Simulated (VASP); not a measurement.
Here is the system:

```
CELL_PARAMETERS angstrom
      0.00000     3.20188     3.20188
      3.20188     0.00000     3.20188
      3.20188     3.20188     0.00000
ATOMIC_POSITIONS crystal
  Te 0.50000 0.50000 0.50000
  Pb 0.00000 0.00000 0.00000
```

The numbers are results of PBE GGA with D4 dispersion, VASP's PBE PAW potentials (set 64) (plane waves; VASP), not measurements. Run with 520 eV cut-off, 7×7×7 Γ-centred mesh, Gaussian smearing of 0.050 eV, potentials Te Pb_d.

Q: Predict the energy per atom (σ→0), pressure.

A: 
| Quantity | Value |
|---|---|
| energy per atom (σ→0) | -4.185 eV/atom |
| pressure | 1.38 GPa |

The absolute energy has meaning only against runs of the same code, potentials and settings.

The compound is PbTe in the rock salt structure. This cell is one point of a volume scan, at 0.97 of the reference volume.
